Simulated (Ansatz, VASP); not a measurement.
# SnPb2: VASP beside Ansatz, part 2 of 2

One calculation is typed for both programs; each brings its own data sets. How far apart do they land? The cell is generated by rule, not measured, and may not be a known phase. The cell is taken from a series of runs on this material, whose earlier steps may have relaxed, scaled, displaced or heated it; both programs get it as it stands.

VASP 6.6.1 and Ansatz 0.2.0.

So far: Set-up; VASP: zone-centre phonons, PBEsol.

The structure was built from a prototype and need not be the compound's stable phase.

### Step 3. Ansatz: zone-centre phonons, PBEsol

Level of this step: Ansatz beside VASP: Kohn-Sham DFT, plane waves, PBEsol (Ansatz).

Ansatz runs on its default PAW (the set named soft_2) files.

The same cell, functional, mesh and smearing now go to Ansatz, which takes its cutoff from its data sets.

Contents of input.yaml:

```yaml
crystal:
  lattice:
    - [0.0, 3.6901472405, 3.6901472405]
    - [3.6901472405, 0.0, 3.6901472405]
    - [3.6901472405, 3.6901472405, 0.0]
  atoms:
    - { symbol: Sn, position: [0.0, 0.0, 0.0] }
    - { symbol: Pb, position: [0.25, 0.25, 0.25] }
    - { symbol: Pb, position: [0.75, 0.75, 0.75] }
kpoints:
  mp_grid: { grid: [8, 8, 8] }
hamiltonian:
  xc: pbesol
scf:
  occupations: { method: methfessel_paxton, width: 0.15 }
output:
  eigenvalues: true
phonons:
  method: dfpt
  qmesh: [2, 2, 2]
  temperatures: { t_max: 1000, t_step: 50 }
  qpath:
    path:
      - [[0.0, 0.0, 0.0], [0.5, 0.0, 0.5], [0.625, 0.25, 0.625]]
      - [[0.375, 0.375, 0.75], [0.0, 0.0, 0.0], [0.5, 0.5, 0.5], [0.5, 0.25, 0.75], [0.5, 0.0, 0.5]]
    npoints: 10
```

Launch:

```sh
$ ansatz run input.yaml --threads 4 --pin off --max-ram 7168MiB --backend cpu --events-out ev --progress --plain --runs-dir out
```

Numbers of over 12 decimals in the logs are rounded to 6 here.

Output:

```text
Warning: phonons: the dynamical matrix that this run interpolates holds no multipole term above the dipole-dipole one, and a site of this crystal is no centre of inversion, so its interpolated transverse optical and acoustic branches and sound speeds can stay off near Gamma, and the density of states and the thermodynamics with them. What a run solves at a wave vector of phonons.qpoints, Gamma apart, where the deck admits one, is free of this, and under fd what a larger phonons.supercell samples
Engine: ansatz 0.2.0, aarch64-unknown-linux-gnu
Pseudopotentials: kind: paw
Pseudopotential: Sn, paw, valence charge 14, recommended cutoff 420 eV (normal), Sn.paw.azcp
Pseudopotential: Pb, paw, valence charge 14, recommended cutoff 420 eV (normal), Pb.paw.azcp
Functional definition: PBEsol
  exchange = pbesol_x
  correlation = pbesol_c
Crystal: 3 atoms, lattice volume = 100.499 Å³
Basis set: ecut = 420 eV, 1989 PW (Γ), exchange–correlation on 72×72×72 points (8 copies of the dense FFT grid, shifted against one another)
Bands: 26, of which v1, the nominal top of the filled ones, is band 21 counted from 1 (20 counted from 0)
Symmetry: 48 space group operations
k-points: 29 of 512
Non-local potential: Sn, projectors of the file, l = 0: 2, l = 1: 2, l = 2: 2, l = 3: 2
Non-local potential: Pb, projectors of the file, l = 0: 2, l = 1: 2, l = 2: 2, l = 3: 2
PAW form: soft (Blöchl's): semilocal exchange-correlation on the pseudo side does not see the compensation charge
PAW frozen core: Sn, regenerated for the run's functional, and the local potential with it (the file was generated under x = pbe(κ = 0.804, μ = 0.219515), c = pbe(β = 0.066725))
PAW frozen core: Pb, regenerated for the run's functional, and the local potential with it (the file was generated under x = pbe(κ = 0.804, μ = 0.219515), c = pbe(β = 0.066725))
PAW one-centre angular grid: Sn, 590 points (default); XC on 64 Gauss nodes
PAW one-centre angular grid: Pb, 590 points (default); XC on 64 Gauss nodes
Initial density: superposition of atomic densities (neutral atoms: chi_scale 0, normalization atom), corrected by the library's trained network
Initial wavefunctions: pseudopotential atomic-orbital guess
Functional: x = pbesol(κ = 0.804, μ = 0.123457), c = pbesol(β = 0.046)
SCF iter   1: F=—  HF=-29459.355481 eV  |F-HF|=—  |Δ(HF+E_count)|=         —  Δρ=2.45e-3  dr2=5.84e-3  ethr=1.77e-3  ⟨swp⟩=6.7  Hψ=3612  notcnv=0
preconditioner: auto → LDOS  [metal: Δε(μ)=0.088 eV  Ē_g=17.165 eV  σ=0.150 eV  W_gap=0.46  n_scr=14 (ndim 8)  ℏωp=24.0 eV  f_vac=0.049  D(μ)=2.25/eV (n_scr^D=14)  β→1.0]
SCF iter   2: F=—  HF=-29459.352116 eV  |F-HF|=—  |Δ(HF+E_count)|=   3.36e-3  S|Δr|=    0.00e0  Δρ=7.78e-4  dr2=9.16e-4  ethr=1.39e-5  ⟨swp⟩=2.0  Hψ=1526  notcnv=0
SCF iter   3: F=—  HF=-29459.351797 eV  |F-HF|=—  |Δ(HF+E_count)|=   3.18e-4  S|Δr|=    0.00e0  Δρ=3.97e-4  dr2=1.47e-4  ethr=2.18e-6  ⟨swp⟩=2.0  Hψ=1354  notcnv=0
SCF iter   4: F=—  HF=-29459.351745 eV  |F-HF|=—  |Δ(HF+E_count)|=   5.19e-5  S|Δr|=    0.00e0  Δρ=9.71e-5  dr2=1.18e-5  ethr=3.49e-7  ⟨swp⟩=2.2  Hψ=1250  notcnv=0
SCF iter   5: F=—  HF=-29459.351748 eV  |F-HF|=—  |Δ(HF+E_count)|=   2.13e-6  S|Δr|=    0.00e0  Δρ=2.25e-5  dr2=9.37e-7  ethr=2.80e-8  ⟨swp⟩=2.9  Hψ=1311  notcnv=0
SCF iter   6: F=—  HF=-29459.351746 eV  |F-HF|=—  |Δ(HF+E_count)|=   1.57e-6  S|Δr|=    0.00e0  Δρ=5.42e-6  dr2=2.62e-8  ethr=2.23e-9  ⟨swp⟩=2.9  Hψ=1347  notcnv=0
SCF iter   7: F=—  HF=-29459.351746 eV  |F-HF|=—  |Δ(HF+E_count)|=   8.49e-9  S|Δr|=    0.00e0  Δρ=2.08e-6  dr2=2.83e-9  ethr=6.23e-11  ⟨swp⟩=2.0  Hψ=1174  notcnv=0
SCF iter   8: F=—  HF=-29459.351746 eV  |F-HF|=—  |Δ(HF+E_count)|=   1.24e-9  S|Δr|=    0.00e0  Δρ=2.00e-7  dr2=3.80e-11  ethr=6.73e-12  ⟨swp⟩=2.0  Hψ=1346  notcnv=0
SCF iter   9: F=-29459.351746 eV  HF=-29459.351746 eV  |F-HF|=7.28e-12  |Δ(HF+E_count)|=  3.64e-12  S|Δr|=    0.00e0  Δρ=8.03e-8  dr2=4.06e-12  ethr=1.00e-12  ⟨swp⟩=8.5  Hψ=3968  notcnv=0
SCF 1 converged in 9 iterations: F = -29459.351746 eV  dr2 = 4.06e-12
  greatest PAW one-centre occupation: 0.991 electrons in one spin orbital (limit 2), on the Sn atom at site 0 (counted from 0), in its partial waves of l = 2
Initial density: read from a saved state, or passed on in memory by an earlier SCF of this step, an earlier step, the calling program or the single point that the run made first
iter 1 solved again at ethr=2.02e-7 eV; its pass at ethr=3.10e-3 eV (dr2=8.48e-5 eV) is discarded
SCF iter   1: F=—  HF=-29459.351746 eV  |F-HF|=—  |Δ(HF+E_count)|=         —  Δρ=1.36e-6  dr2=1.21e-9  ethr=2.02e-7  ⟨swp⟩=3.1  Hψ=5748  notcnv=0
eigensolver tolerance schedule: the retry pair's looser diagonalisation over-reported the residual by 70049.06 of it (diagonalisation noise at an unbounded share of the residual, at the tolerance the schedule requests for it); recorded, not acted on — ethr = c·dr2/N_el stays at c = 1.0e-1
preconditioner: auto → LDOS  [metal: Δε(μ)=0.086 eV  Ē_g=17.193 eV  σ=0.150 eV  W_gap=0.45  n_scr=14 (ndim 8)  ℏωp=24.0 eV  f_vac=0.050  D(μ)=2.34/eV (n_scr^D=14)  β→1.0]
SCF iter   2: F=—  HF=-29459.351746 eV  |F-HF|=—  |Δ(HF+E_count)|=   2.37e-7  S|Δr|=    0.00e0  Δρ=2.27e-6  dr2=3.75e-9  ethr=2.88e-12  ⟨swp⟩=3.9  Hψ=2092  notcnv=0
SCF iter   3: F=—  HF=-29459.351746 eV  |F-HF|=—  |Δ(HF+E_count)|=   1.99e-9  S|Δr|=    0.00e0  Δρ=8.14e-7  dr2=4.43e-10  ethr=2.88e-12  ⟨swp⟩=2.0  Hψ=1368  notcnv=0
SCF iter   4: F=—  HF=-29459.351746 eV  |F-HF|=—  |Δ(HF+E_count)|=  1.71e-10  S|Δr|=    0.00e0  Δρ=4.95e-7  dr2=1.65e-10  ethr=1.06e-12  ⟨swp⟩=2.0  Hψ=899  notcnv=0
SCF iter   5: F=—  HF=-29459.351746 eV  |F-HF|=—  |Δ(HF+E_count)|=  9.09e-11  S|Δr|=    0.00e0  Δρ=2.40e-7  dr2=3.89e-11  ethr=1.00e-12  ⟨swp⟩=2.0  Hψ=800  notcnv=0
SCF iter   6: F=-29459.351746 eV  HF=-29459.351746 eV  |F-HF|=3.64e-12  |Δ(HF+E_count)|=  1.82e-11  S|Δr|=    0.00e0  Δρ=9.48e-8  dr2=5.79e-12  ethr=1.00e-12  ⟨swp⟩=2.3  Hψ=2389  notcnv=0
SCF 2 converged in 6 iterations: F = -29459.351746 eV  dr2 = 5.79e-12
phonons: the bands overlap, so this run is a metal and interpolates without the dipole-dipole term. If the crystal is really an insulator or semiconductor, its LO-TO splitting is missing
NSCF: frozen V_eff on 29 k-points
NSCF: frozen V_eff on 59 k-points
DFPT response loops at q = (0, 0, 0) (fractional): preconditioner auto → Kerker (q_TF=auto, 2.359 Å⁻¹) (partly filled bands, converged f_vac=0.050); β = 1.00, the filter's whole step (`scf.mixing.beta` (0.50) is not read by the response loops under this deck's `scf.mixing.preconditioner`; to damp them name `kerker` or `kerker_dos`, under which they read `scf.mixing.beta`, and type it under 1.00, their step now; both keys bind the ground state too); Broyden in place of MSR1
NSCF: frozen V_eff on 300 k-points
DFPT response loops at q = (0, 0, -0.5) (fractional): mixed as the last ones told, above
NSCF: frozen V_eff on 190 k-points
DFPT response loops at q = (0, -0.5, -0.5) (fractional): mixed as the last ones told, above
SCF converged after 9 iterations
Stability not checked: this state was not tested for a lower state beside it, because cold or Methfessel-Paxton smearing, or corrected tetrahedra, fill the levels in a way that the test cannot read (fill_not_monotonic; see scf.lower_state_search)
Free energy (F): -29459.351746 eV
Harris-Foulkes:  -29459.351746 eV  (|F-HF|=7.28e-12)
Internal energy: -29459.349635 eV  (E = F + TS)
E sigma→0 (E₀):  -29459.351218 eV
Entropy (-TS):   -0.002111 eV (-0.704 meV/atom)
Fermi energy:    8.857462 eV
--- Per-component energies (eV) ---
  E_band       = -236.398437
  E_kinetic    = 764.923379
  E_local      = -3401.406101  (includes V_loc(G=0)·N_el)
  E_nonlocal   = 672.536094
  E_hartree    = 1556.720332
  E_xc         = -817.323552
  E_vxc        = -362.358161  (∫ρ·V_xc dr)
  E_paw        = -24575.160239  (= ΣΔE_a)
  E_vpaw       = -1023.534534  (= ΣTr[D̂ρ^β])
  E_aug_tail   = 0.000088  (compensation charges beyond the density's cutoff)
  E_ewald      = -3660.048709
  E_core_change = 0.409073  (= ΣΔE_core)
  E_smearing   = -0.002111  (= −TS)
  E_closure    = -0.000000  (closes the sum)
  Σ components = -29459.351746   (vs F -29459.351746, Δ=0.00e0)
--- Band table (eV; the first three rows and the last of 29) ---
  k-point 0: bands = [... 17 lower, 5.2657, 8.0780, 8.0780, 8.0780, 8.4158, 8.4158, 8.4158, 12.2197, ... 1 higher]
  k-point 1: bands = [... 17 lower, 4.8240, 7.5922, 7.7018, 7.7018, 8.7967, 8.7967, 9.7807, 11.9152, ... 1 higher]
  k-point 2: bands = [... 17 lower, 4.0512, 7.3278, 7.3278, 7.7558, 9.0469, 9.0469, 10.9608, 12.1843, ... 1 higher]
  k-point 28: bands = [... 17 lower, 1.3444, 5.0776, 7.9191, 7.9191, 9.6033, 11.3876, 12.9727, 13.2884, ... 1 higher]
--- Phonons (Γ-DFPT): 2 representative perturbations + reference (Σ response iterations 5) ---
  ASR residual: 1.933e-5 → 0.000e0 eV/Å²; symmetrization residual: 1.759e-5 eV/Å²
  ASR residual per site (eV/Å²): 3.98e-6 1.93e-5 1.93e-5
  Γ frequencies (cm⁻¹): 0.00 0.00 0.00 58.90 58.90 58.90 98.55 98.55 98.55
--- Phonons (arbitrary-q DFPT): 3 irreducible q on the 2×2×2 mesh ---
  q = [0.0000, 0.0000, 0.0000] (star 1, of the zone-centre solve; hermiticity 1.07e-5, symmetrization 6.46e-11): -0.00 0.00 0.00 58.90 58.90 58.90 98.55 98.55 98.55
  q = [0.0000, 0.0000, -0.5000] (star 4, 2 solved perturbations on 150 of 512 k-point pairs; hermiticity 5.54e-6, symmetrization 6.18e-6): 17.15 17.15 45.38 51.38 51.38 51.66 95.49 95.49 100.52
  q = [0.0000, -0.5000, -0.5000] (star 3, 4 solved perturbations in 308 linear systems a pass and spin channel, the states on 95 of 512 k-point pairs; hermiticity 8.58e-6, symmetrization 7.63e-9): 25.74 25.74 47.55 47.55 50.46 60.82 94.09 94.97 94.97
  sum rule: each row above includes the acoustic sum rule's correction from the zone centre's row sums; it moved no ω² by more than (0.16 cm⁻¹)²
  mesh force constants: q→R imaginary residual 3.52e-17; ASR residual 1.933e-5 → 0.000e0 eV/Å²; symmetrization residual 1.332e-15 eV/Å²
  interpolated dispersion: 62 rows × 9 modes
  density of states and harmonic sums: on the 16×16×16 q-mesh, interpolated from the force constants of a 2×2×2 supercell (no non-analytic term)
  largest difference from the sums on the solved wave vectors: F 1.15e-1 eV, S 1.48e-4 and C_V 3.23e-5 eV/K
  zero-point energy: 0.033002 eV/cell   skipped modes (ω ≤ 0): 3   left out of the sums: 8.14e-5 of the cell's modes: C_V's classical limit lies that fraction below 3 k_B per atom; for a crystal, a wire or a layer, F and S can be off by more, and a phonons.interpolated_qmesh denser along its periods is the remedy for the sampling
```

In the SCF lines HF is the Harris–Foulkes energy and dr2 the Hartree energy of the density residual, in eV; the loop may stop once dr2 is under the threshold and the program's other checks hold. Hψ counts applications of the Hamiltonian.

### Step 4. Differences

Known differences besides the potentials themselves: VASP's run holds the zone centre alone; the cutoff is 420 eV in Ansatz and 500 eV in VASP; Ansatz makes its cores anew for this functional, VASP keeps those of its PBE data sets. Total energies have different zeros and are not compared.

The two programs side by side:

```csv
quantity,Ansatz,VASP,difference
optical mode 1 to 3 (cm⁻¹),58.9,59.1,-0.41 %
optical mode 4 to 6 (cm⁻¹),98.5,99.0,-0.41 %
```

Modes are paired by rising frequency, not by their patterns, so a pair may set unlike modes beside each other; they are those without the splitting of longitudinal modes.

### Step 5. What came out

```
r.m.s. difference of the optical zone-centre modes, each program's sorted by frequency (zone-centre phonons, PBEsol) : 0.33 cm⁻¹
```

What this shows: The r.m.s. difference of the optical zone-centre modes, each program's sorted by frequency is 0.33 cm⁻¹ (zone-centre phonons, PBEsol). Such differences can come from data sets, numerical settings and the points named under the comparisons, not from the functional's error against experiment.

[Lines on the potential files, build, host, timing and source positions are cut from VASP's logs without a mark.]

[Logs are printed without paths, hosts, clocks, repeated set-up lines and the standing remarks that a program may print on its own settings, such as how far it seeks lower states.]

[Hosts, paths, dates, database ids (printed as entryN), source tags and the programs' standing remarks are cut or masked in the printed files.]
